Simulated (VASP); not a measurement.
Calculation: LDA (Ceperley-Alder, Perdew-Zunger), VASP's LDA PAW potentials (set 64) (plane waves; VASP 6.6.1).

VASP input:

**INCAR**
```
# general
SYSTEM =PbF2
PREC   =Accurate
ENCUT  =650   # plane-wave cut-off (eV)
LREAL  =.False.   # projection in real space or not
LASPH  =.True.   # aspherical one-centre terms

# electronic loop
EDIFF  =1E-7
NELM   =100
ALGO   =Normal   # blocked Davidson
LMAXMIX=4

# smearing
ISMEAR =0   # Gaussian
SIGMA  =0.05   # width (eV)

# ions
IBRION =6   # finite differences
NSW    =1
ISIF   =3
POTIM  =0.015
NFREE  =2

# output
LWAVE  =.False.
LCHARG =.False.
```

File KPOINTS:
```
Automatic mesh
0
Gamma
6 6 6
0 0 0
```

### POSCAR
```
PbF2
1
    0.0000000000     2.9070746576     2.9070746576
    2.9070746576     0.0000000000     2.9070746576
    2.9070746576     2.9070746576     0.0000000000
Pb F
1 2
Direct
  0.0000000000   0.0000000000   0.0000000000
  0.2500000000   0.2500000000   0.2500000000
  0.7500000000   0.7500000000   0.7500000000
```

POTCAR, in this order: Pb_d F (LDA.64 set). Program: vasp_std.

Output

OSZICAR:
```
...
DAV:   4    -0.159593055948E+02   -0.38081E-03   -0.51071E-03  2508   0.674E-01    0.358E-02
DAV:   5    -0.159592912082E+02    0.14387E-04   -0.86508E-05  3340   0.117E-01    0.158E-02
DAV:   6    -0.159592891989E+02    0.20093E-05   -0.15185E-05  2860   0.425E-02    0.368E-03
DAV:   7    -0.159592893352E+02   -0.13629E-06   -0.26440E-06  2518   0.136E-02    0.229E-03
DAV:   8    -0.159592893502E+02   -0.14980E-07   -0.14504E-07  1378   0.409E-03
   9 F= -.15959289E+02 E0= -.15959289E+02  d E =-.115437E-20
       N       E                     dE             d eps       ncg     rms          rms(c)
DAV:   1    -0.160033657118E+02   -0.44076E-01   -0.25842E+00  2616   0.157E+01    0.110E+00
DAV:   2    -0.159777389606E+02    0.25627E-01   -0.53804E-02  3114   0.251E+00    0.676E-01
DAV:   3    -0.159591895064E+02    0.18549E-01   -0.27494E-02  3004   0.227E+00    0.628E-02
DAV:   4    -0.159593291803E+02   -0.13967E-03   -0.28238E-03  2568   0.502E-01    0.366E-02
DAV:   5    -0.159592650218E+02    0.64158E-04   -0.16768E-04  2676   0.166E-01    0.663E-03
DAV:   6    -0.159592730900E+02   -0.80682E-05   -0.32497E-05  3258   0.523E-02    0.357E-03
DAV:   7    -0.159592851895E+02   -0.12099E-04   -0.20131E-06  2570   0.160E-02    0.755E-04
DAV:   8    -0.159592873895E+02   -0.22000E-05   -0.31141E-07  2194   0.479E-03    0.603E-04
DAV:   9    -0.159592885916E+02   -0.12021E-05   -0.19875E-08  1236   0.189E-03    0.134E-04
DAV:  10    -0.159592892318E+02   -0.64028E-06   -0.69270E-09  1234   0.942E-04    0.823E-05
DAV:  11    -0.159592892453E+02   -0.13466E-07   -0.12628E-09  1232   0.496E-04
  10 F= -.15959289E+02 E0= -.15959289E+02  d E =-.115308E-20
       N       E                     dE             d eps       ncg     rms          rms(c)
DAV:   1    -0.160477861271E+02   -0.88497E-01   -0.29400E+00  2520   0.165E+01    0.164E+00
DAV:   2    -0.159910288619E+02    0.56757E-01   -0.87404E-02  3044   0.329E+00    0.991E-01
DAV:   3    -0.159589310377E+02    0.32098E-01   -0.58083E-02  2996   0.290E+00    0.792E-02
DAV:   4    -0.159593056817E+02   -0.37464E-03   -0.49368E-03  2530   0.665E-01    0.355E-02
DAV:   5    -0.159592893044E+02    0.16377E-04   -0.88965E-05  3322   0.128E-01    0.117E-02
DAV:   6    -0.159592893127E+02   -0.83160E-08   -0.13031E-05  2776   0.336E-02    0.383E-03
DAV:   7    -0.159592893310E+02   -0.18303E-07   -0.11229E-06  2504   0.103E-02    0.207E-03
DAV:   8    -0.159592893430E+02   -0.12007E-07   -0.91438E-08  1250   0.350E-03
  11 F= -.15959289E+02 E0= -.15959289E+02  d E =-.115487E-20
       N       E                     dE             d eps       ncg     rms          rms(c)
DAV:   1    -0.160024655964E+02   -0.43176E-01   -0.23605E+00  2638   0.148E+01    0.110E+00
DAV:   2    -0.159769877191E+02    0.25478E-01   -0.50543E-02  3016   0.248E+00    0.676E-01
DAV:   3    -0.159592631324E+02    0.17725E-01   -0.28168E-02  2980   0.225E+00    0.636E-02
DAV:   4    -0.159593737212E+02   -0.11059E-03   -0.28017E-03  2574   0.500E-01    0.362E-02
DAV:   5    -0.159592969843E+02    0.76737E-04   -0.15377E-04  2746   0.154E-01    0.867E-03
DAV:   6    -0.159592918327E+02    0.51516E-05   -0.34152E-05  3260   0.559E-02    0.355E-03
DAV:   7    -0.159592899297E+02    0.19030E-05   -0.26504E-06  2604   0.173E-02    0.917E-04
DAV:   8    -0.159592894873E+02    0.44241E-06   -0.28573E-07  2118   0.490E-03    0.535E-04
DAV:   9    -0.159592893295E+02    0.15777E-06   -0.25077E-08  1232   0.232E-03    0.122E-04
DAV:  10    -0.159592892815E+02    0.48093E-07   -0.67592E-09  1236   0.115E-03
  12 F= -.15959289E+02 E0= -.15959289E+02  d E =-.115275E-20
       N       E                     dE             d eps       ncg     rms          rms(c)
DAV:   1    -0.160480151677E+02   -0.88726E-01   -0.28475E+00  2514   0.162E+01    0.164E+00
DAV:   2    -0.159910028493E+02    0.57012E-01   -0.84963E-02  2940   0.324E+00    0.991E-01
DAV:   3    -0.159589281304E+02    0.32075E-01   -0.58915E-02  2906   0.290E+00    0.808E-02
DAV:   4    -0.159593058434E+02   -0.37771E-03   -0.50699E-03  2520   0.676E-01    0.359E-02
DAV:   5    -0.159592903731E+02    0.15470E-04   -0.89311E-05  3350   0.124E-01    0.142E-02
DAV:   6    -0.159592892395E+02    0.11336E-05   -0.14162E-05  2768   0.382E-02    0.376E-03
DAV:   7    -0.159592893334E+02   -0.93905E-07   -0.19495E-06  2512   0.123E-02    0.222E-03
DAV:   8    -0.159592893477E+02   -0.14301E-07   -0.11742E-07  1290   0.371E-03
  13 F= -.15959289E+02 E0= -.15959289E+02  d E =-.115434E-20
       N       E                     dE             d eps       ncg     rms          rms(c)
DAV:   1    -0.159761264178E+02   -0.16837E-01   -0.27621E+00  1200   0.137E+01    0.745E-01
DAV:   2    -0.159704984551E+02    0.56280E-02   -0.89754E-02  1302   0.287E+00    0.460E-01
DAV:   3    -0.159604316359E+02    0.10067E-01   -0.14214E-02  1390   0.167E+00    0.307E-02
DAV:   4    -0.159604737571E+02   -0.42121E-04   -0.16844E-03  1292   0.380E-01    0.192E-02
DAV:   5    -0.159604852617E+02   -0.11505E-04   -0.74759E-05  1206   0.100E-01    0.390E-03
DAV:   6    -0.159604873814E+02   -0.21197E-05   -0.82448E-06  1146   0.268E-02    0.185E-03
DAV:   7    -0.159604904719E+02   -0.30905E-05   -0.10018E-06  1232   0.149E-02    0.780E-04
DAV:   8    -0.159604907226E+02   -0.25068E-06   -0.87026E-08   550   0.358E-03    0.265E-04
DAV:   9    -0.159604911248E+02   -0.40217E-06   -0.11971E-08   552   0.158E-03    0.823E-05
DAV:  10    -0.159604911368E+02   -0.12005E-07   -0.49440E-09   552   0.119E-03
  14 F= -.15960491E+02 E0= -.15960491E+02  d E =-.155100E-21
       N       E                     dE             d eps       ncg     rms          rms(c)
DAV:   1    -0.159479673816E+02    0.12524E-01   -0.53151E+00  1362   0.122E+01    0.167E-01
DAV:   2    -0.159605966552E+02   -0.12629E-01   -0.13048E-01  1352   0.289E+00    0.877E-02
DAV:   3    -0.159605478146E+02    0.48841E-04   -0.82506E-04  1302   0.285E-01    0.589E-02
DAV:   4    -0.159604905374E+02    0.57277E-04   -0.33313E-04  1250   0.294E-01    0.126E-02
DAV:   5    -0.159604919829E+02   -0.14455E-05   -0.18290E-05  1168   0.386E-02    0.614E-03
DAV:   6    -0.159604911478E+02    0.83506E-06   -0.67076E-06  1228   0.442E-02    0.200E-03
DAV:   7    -0.159604911432E+02    0.46639E-08   -0.20865E-07   814   0.629E-03
  15 F= -.15960491E+02 E0= -.15960491E+02  d E =-.153724E-21
       N       E                     dE             d eps       ncg     rms          rms(c)
DAV:   1    -0.159539048523E+02    0.65863E-02   -0.32786E+00  1732   0.154E+01    0.144E-01
DAV:   2    -0.159605546443E+02   -0.66498E-02   -0.69836E-02  2052   0.295E+00    0.823E-02
DAV:   3    -0.159604715513E+02    0.83093E-04   -0.50338E-04  2258   0.256E-01    0.558E-02
DAV:   4    -0.159603805826E+02    0.90969E-04   -0.33108E-04  1858   0.297E-01    0.843E-03
DAV:   5    -0.159603845552E+02   -0.39726E-05   -0.53838E-05  1730   0.716E-02    0.595E-03
DAV:   6    -0.159603844770E+02    0.78158E-07   -0.89154E-07  1906   0.906E-03
  16 F= -.15960384E+02 E0= -.15960384E+02  d E =-.299997E-21
       N       E                     dE             d eps       ncg     rms          rms(c)
DAV:   1    -0.159563268901E+02    0.40577E-02   -0.46288E+00  1656   0.166E+01    0.132E-01
DAV:   2    -0.159606015174E+02   -0.42746E-02   -0.47563E-02  1676   0.194E+00    0.728E-02
DAV:   3    -0.159604385355E+02    0.16298E-03   -0.98342E-04  1862   0.314E-01    0.347E-02
DAV:   4    -0.159603813893E+02    0.57146E-04   -0.20020E-04  1752   0.150E-01    0.105E-02
DAV:   5    -0.159603845845E+02   -0.31952E-05   -0.45633E-05  1736   0.562E-02    0.699E-03
DAV:   6    -0.159603844757E+02    0.10880E-06   -0.26222E-06  1814   0.177E-02    0.425E-03
DAV:   7    -0.159603842284E+02    0.24725E-06   -0.91797E-07  1684   0.113E-02    0.122E-03
DAV:   8    -0.159603842354E+02   -0.70095E-08   -0.32693E-07  1280   0.497E-03
  17 F= -.15960384E+02 E0= -.15960384E+02  d E =-.294283E-21
```

**OUTCAR**
```
------------------------ aborting loop because EDIFF is reached ----------------------------------------
  FORCE on cell =-STRESS in cart. coord.  units (eV):
  Direction    XX          YY          ZZ          XY          YZ          ZX
  --------------------------------------------------------------------------------------
  Total       -0.0643438     -0.0648425     -0.0648425      0.0000000      0.0525214      0.0000000
  in kB       -2.0980655     -2.1143247     -2.1143247      0.0000000      1.7125696      0.0000000
  external PRESSURE =      -2.1089049 kB  Pullay stress =       0.0000000 kB
  volume of cell :       49.14
      direct lattice vectors                 reciprocal lattice vectors
     0.000000000  2.907074658  2.907074658    -0.171994207  0.171994207  0.171994207
     2.907074658  0.000000000  2.907074658     0.171994207 -0.171994207  0.171994207
     2.907074658  2.907074658  0.000000000     0.171994207  0.171994207 -0.171994207
 POSITION                                       TOTAL-FORCE (eV/Angst)
 -----------------------------------------------------------------------------------
      0.00000      0.00000      0.00000        -0.014741     -0.000000     -0.000000
      1.43854      1.45354      1.45354         0.043186      0.000000      0.000000
      4.36061      4.36061      4.36061        -0.028445     -0.000000     -0.000000
 -----------------------------------------------------------------------------------
    total drift:                                0.000719     -0.000000     -0.000000
  FREE ENERGIE OF THE ION-ELECTRON SYSTEM (eV)
  ---------------------------------------------------
  free  energy   TOTEN  =       -15.9603842354 eV

  energy  without entropy=      -15.9603842354  energy(sigma->0) =      -15.96038424

   1 f  =    7.840187 THz    49.261345 2PiTHz  261.520476 cm-1    32.424392 meV
             X         Y         Z           dx          dy          dz
      0.000000  0.000000  0.000000    -0.000000   -0.000000   -0.000000
      1.453537  1.453537  1.453537    -0.000000   -0.000000   -0.707107
      4.360612  4.360612  4.360612     0.000000    0.000000    0.707107

   2 f  =    7.840187 THz    49.261345 2PiTHz  261.520476 cm-1    32.424392 meV
             X         Y         Z           dx          dy          dz
      0.000000  0.000000  0.000000     0.000000   -0.000000    0.000000
      1.453537  1.453537  1.453537    -0.706687    0.024352    0.000000
      4.360612  4.360612  4.360612     0.706687   -0.024352    0.000000

   3 f  =    7.840187 THz    49.261345 2PiTHz  261.520476 cm-1    32.424392 meV
             X         Y         Z           dx          dy          dz
      0.000000  0.000000  0.000000     0.000000    0.000000   -0.000000
      1.453537  1.453537  1.453537     0.024352    0.706687   -0.000000
      4.360612  4.360612  4.360612    -0.024352   -0.706687    0.000000

   4 f  =    3.852870 THz    24.208299 2PiTHz  128.517923 cm-1    15.934184 meV
             X         Y         Z           dx          dy          dz
      0.000000  0.000000  0.000000     0.019119    0.384870   -0.077600
      1.453537  1.453537  1.453537    -0.031624   -0.636607    0.128358
      4.360612  4.360612  4.360612    -0.031624   -0.636607    0.128358

   5 f  =    3.852870 THz    24.208299 2PiTHz  128.517923 cm-1    15.934184 meV
             X         Y         Z           dx          dy          dz
      0.000000  0.000000  0.000000     0.392364   -0.021510   -0.010013
      1.453537  1.453537  1.453537    -0.649002    0.035579    0.016562
      4.360612  4.360612  4.360612    -0.649002    0.035579    0.016562

   6 f  =    3.852870 THz    24.208299 2PiTHz  128.517923 cm-1    15.934184 meV
             X         Y         Z           dx          dy          dz
      0.000000  0.000000  0.000000    -0.014050   -0.076972   -0.385214
      1.453537  1.453537  1.453537     0.023240    0.127318    0.637177
      4.360612  4.360612  4.360612     0.023240    0.127318    0.637177

   7 f/i=    0.002395 THz     0.015047 2PiTHz    0.079882 cm-1     0.009904 meV
             X         Y         Z           dx          dy          dz
      0.000000  0.000000  0.000000     0.007151   -0.010096    0.919421
      1.453537  1.453537  1.453537     0.002161   -0.003052    0.277925
      4.360612  4.360612  4.360612     0.002161   -0.003052    0.277925

   8 f/i=    0.002395 THz     0.015047 2PiTHz    0.079882 cm-1     0.009904 meV
             X         Y         Z           dx          dy          dz
      0.000000  0.000000  0.000000     0.759919    0.517698   -0.000225
      1.453537  1.453537  1.453537     0.229710    0.156491   -0.000068
      4.360612  4.360612  4.360612     0.229710    0.156491   -0.000068

   9 f/i=    0.002395 THz     0.015047 2PiTHz    0.079882 cm-1     0.009904 meV
             X         Y         Z           dx          dy          dz
      0.000000  0.000000  0.000000     0.517649   -0.759852   -0.012370
      1.453537  1.453537  1.453537     0.156476   -0.229690   -0.003739
      4.360612  4.360612  4.360612     0.156476   -0.229690   -0.003739

 ELASTIC MODULI CONTR FROM IONIC RELAXATION (kBar)
 Direction    XX          YY          ZZ          XY          YZ          ZX
 --------------------------------------------------------------------------------
 XX          -0.0000     -0.0000     -0.0000      0.0000      0.0000      0.0000
 YY          -0.0000     -0.0000     -0.0000      0.0000      0.0000      0.0000
 ZZ          -0.0000     -0.0000     -0.0000      0.0000      0.0000      0.0000
 XY           0.0000      0.0000      0.0000   -169.0632      0.0000     -0.0000
 YZ           0.0000      0.0000      0.0000      0.0000   -169.0632     -0.0000
 ZX           0.0000      0.0000      0.0000     -0.0000     -0.0000   -169.0632
 --------------------------------------------------------------------------------

 TOTAL ELASTIC MODULI (kBar)
 Direction    XX          YY          ZZ          XY          YZ          ZX
 --------------------------------------------------------------------------------
 XX        1235.2698    700.2708    700.2708      0.0000      0.0000      0.0000
 YY         700.2708   1235.2698    700.2708      0.0000      0.0000      0.0000
 ZZ         700.2708    700.2708   1235.2698      0.0000      0.0000      0.0000
 XY           0.0000      0.0000      0.0000    243.2262      0.0000     -0.0000
 YZ           0.0000      0.0000      0.0000      0.0000    243.2262     -0.0000
 ZX           0.0000      0.0000      0.0000     -0.0000     -0.0000    243.2262
 --------------------------------------------------------------------------------
```
(Selected blocks of OUTCAR.)

The compound is PbF2 in the fluorite structure, the β form. It was relaxed first, which changed the volume by -6 %.
